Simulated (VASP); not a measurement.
Method: PBE GGA, VASP's PBE PAW potentials (set 64) (plane waves; VASP).

The input files of a VASP run:

**KPOINTS**
```
K-points
0
gamma
5 5 1
0 0 0
```

POSCAR:
```
Ir16HO
1
    5.4755939291     0.0000000000     0.0000000000
    0.0000000000     5.4755939291     0.0000000000
    0.0000000000     0.0000000000    19.9237900997
Ir O H
16 1 1
Direct
  0.2500000000   0.2488185139   0.3584499116
  0.7500000000   0.2512681268   0.3587826095
  0.2500000000   0.7511814861   0.3584499116
  0.7500000000   0.7487318732   0.3587826095
  0.0002274328   0.0000000000   0.4506449602
  0.4997725672   0.0000000000   0.4506449602
  0.0015099115   0.5000000000   0.4504565489
  0.4984900885   0.5000000000   0.4504565489
  0.2500000000   0.2501257860   0.5503351714
  0.7500000000   0.2473597966   0.5495643905
  0.2500000000   0.7498742140   0.5503351714
  0.7500000000   0.7526402034   0.5495643905
  0.9835391762   0.0000000000   0.6464720278
  0.5164608238   0.0000000000   0.6464720278
  0.9972026864   0.5000000000   0.6408314111
  0.5027973136   0.5000000000   0.6408314111
  0.2500000000   0.0000000000   0.7192667582
  0.2500000000   0.0000000000   0.7678881797
```

### INCAR
```
LMAXMIX=6
SIGMA=0.1   ! width (eV)
LDIPOL=.TRUE.
NELMIN=4
IDIPOL=3
LASPH=.TRUE.   ! aspherical one-centre terms
ALGO=Normal   ! blocked Davidson
LORBIT=11
EDIFF=1E-6
NELM=100   ! most electronic steps
GGA=PE
LVHAR=.TRUE.
LWAVE=.FALSE.
PREC=Normal
SYSTEM=Ir16HO
LREAL=.FALSE.   ! projection in real space or not
LCHARG=.FALSE.
ENCUT=400
ISMEAR=1   ! Methfessel-Paxton
DIPOL=0.5 0.5 0.5
```

POTCAR, in this order: Ir O H (PBE.64 set). Program: vasp_std. Read from the step before: WAVECAR.

The resulting files:

**OSZICAR**
```
       N       E                     dE             d eps       ncg     rms          rms(c)
DAV:   1    -0.141346045357E+03   -0.14135E+03   -0.22178E-03  3136   0.311E-01    0.273E-01
DAV:   2    -0.141437006924E+03   -0.90962E-01   -0.21766E-01  3208   0.304E+00    0.270E+00
DAV:   3    -0.141345951415E+03    0.91056E-01   -0.19153E-01  3192   0.281E+00    0.327E-01
DAV:   4    -0.141344971186E+03    0.98023E-03   -0.66119E-03  2758   0.404E-01    0.418E-02
DAV:   5    -0.141345025518E+03   -0.54332E-04   -0.50024E-04  2368   0.115E-01    0.488E-02
DAV:   6    -0.141345009159E+03    0.16359E-04   -0.78426E-05  2342   0.639E-02    0.150E-02
DAV:   7    -0.141345007436E+03    0.17230E-05   -0.83216E-06  2024   0.168E-02    0.726E-03
DAV:   8    -0.141345007617E+03   -0.18140E-06   -0.11940E-06  1068   0.741E-03
   1 F= -.14134501E+03 E0= -.14134349E+03  d E =-.456774E-02
```

File OUTCAR:
```
------------------------ aborting loop because EDIFF is reached ----------------------------------------
  FORCE on cell =-STRESS in cart. coord.  units (eV):
  Direction    XX          YY          ZZ          XY          YZ          ZX
  --------------------------------------------------------------------------------------
  Total      -10.9718875    -11.6859200     -0.6390228      0.0000000      0.0000000      0.0000000
  in kB      -29.4277801    -31.3428920     -1.7139278      0.0000000      0.0000000      0.0000000
  external PRESSURE =     -20.8282000 kB  Pullay stress =       0.0000000 kB
  volume of cell :      597.36
      direct lattice vectors                 reciprocal lattice vectors
     5.475593929  0.000000000  0.000000000     0.182628590  0.000000000  0.000000000
     0.000000000  5.475593929  0.000000000     0.000000000  0.182628590  0.000000000
     0.000000000  0.000000000 19.923790100     0.000000000  0.000000000  0.050191254
 POSITION                                       TOTAL-FORCE (eV/Angst)
 -----------------------------------------------------------------------------------
      1.36890      1.36243      7.14168         0.000000     -0.001412     -0.002871
      4.10670      1.37584      7.14831         0.000000     -0.007534      0.000692
      1.36890      4.11316      7.14168         0.000000      0.001412     -0.002871
      4.10670      4.09975      7.14831         0.000000      0.007534      0.000692
      0.00125      0.00000      8.97856        -0.002762      0.000000      0.005665
      2.73655      0.00000      8.97856         0.002762      0.000000      0.005665
      0.00827      2.73780      8.97480        -0.000341      0.000000     -0.004757
      2.72953      2.73780      8.97480         0.000341      0.000000     -0.004757
      1.36890      1.36959     10.96476         0.000000      0.000996     -0.001360
      4.10670      1.35444     10.94941         0.000000      0.004703      0.002532
      1.36890      4.10601     10.96476         0.000000     -0.000996     -0.001360
      4.10670      4.12115     10.94941         0.000000     -0.004703      0.002532
      5.38546      0.00000     12.88017        -0.007994      0.000000     -0.007950
      2.82793      0.00000     12.88017         0.007994      0.000000     -0.007950
      5.46028      2.73780     12.76779         0.000807      0.000000      0.004706
      2.75311      2.73780     12.76779        -0.000807      0.000000      0.004706
      1.36890      0.00000     14.33052         0.000000      0.000000      0.000890
      1.36890      0.00000     15.29924         0.000000      0.000000      0.005796
 -----------------------------------------------------------------------------------
    total drift:                                0.000000      0.000000      0.006475
  FREE ENERGIE OF THE ION-ELECTRON SYSTEM (eV)
  ---------------------------------------------------
  free  energy   TOTEN  =      -141.3450076172 eV

  energy  without entropy=     -141.3404398765  energy(sigma->0) =     -141.34348504

 total charge

# of ion       s       p       d       tot
------------------------------------------
    1        0.653   0.517   6.934   8.104
    2        0.652   0.515   6.941   8.108
    3        0.653   0.517   6.934   8.104
    4        0.652   0.515   6.941   8.108
    5        0.667   0.720   6.944   8.331
    6        0.667   0.720   6.944   8.331
    7        0.665   0.718   6.939   8.322
    8        0.665   0.718   6.939   8.322
    9        0.656   0.694   6.936   8.286
   10        0.669   0.726   6.943   8.338
   11        0.656   0.694   6.936   8.286
   12        0.669   0.726   6.943   8.338
   13        0.647   0.594   6.911   8.152
   14        0.647   0.594   6.911   8.152
   15        0.661   0.519   6.966   8.146
   16        0.661   0.519   6.966   8.146
   17        1.562   3.567   0.000   5.129
   18        0.610   0.119   0.000   0.728
--------------------------------------------------
tot         12.712  13.690 111.031 137.433
```
(Selected blocks of OUTCAR.)

File OUTCAR:
```
 val. band max:        0.9669089554   @ k =   0.4000   0.4000   0.0000

 cond. band min:       0.9724039242   @ k =  -0.2000   0.4000   0.0000


 Fermi energy:         0.9695036169

 k-point     1 :       0.0000    0.0000    0.0000
  band No.  band energies     occupation
      1     -19.7070      2.00000
      2      -9.2348      2.00000
      3      -8.5602      2.00000
      4      -7.1848      2.00000
      5      -6.3760      2.00000
      6      -6.3607      2.00000
      7      -6.3579      2.00000
      8      -6.3479      2.00000
      9      -6.1621      2.00000
     10      -6.1387      2.00000
     11      -6.0769      2.00000
     12      -5.7808      2.00000
     13      -5.6358      2.00000
     14      -5.5549      2.00000
     15      -5.5027      2.00000
     16      -5.2426      2.00000
     17      -5.1212      2.00000
     18      -5.0027      2.00000
     19      -4.9539      2.00000
     20      -4.9412      2.00000
     21      -4.7913      2.00000
     22      -4.6321      2.00000
     23      -4.5777      2.00000
     24      -4.1087      2.00000
     25      -4.0855      2.00000
     26      -3.3857      2.00000
     27      -3.3396      2.00000
     28      -3.1156      2.00000
     29      -3.1031      2.00000
     30      -3.0842      2.00000
     31      -3.0822      2.00000
     32      -2.8400      2.00000
     33      -2.6796      2.00000
     34      -2.6264      2.00000
     35      -2.5456      2.00000
     36      -2.5058      2.00000
     37      -2.4828      2.00000
     38      -2.4736      2.00000
     39      -2.4646      2.00000
     40      -2.4068      2.00000
     41      -2.3131      2.00000
     42      -2.2636      2.00000
     43      -2.0814      2.00000
     44      -1.9386      2.00000
     45      -1.8719      2.00000
     46      -1.8424      2.00000
     47      -1.6389      2.00000
     48      -1.5716      2.00000
     49      -1.4335      2.00000
     50      -1.3766      2.00000
     51      -1.3651      2.00000
...
```

At this cut-off the stress carries a Pulay error, which pulls relaxed volumes low. Unless said otherwise, spin-orbit coupling is left out, though it shifts the bands of the heavy elements here.

The cell is a thin slab with vacuum, built from Ir (fcc): (100) face, OH adsorbed.
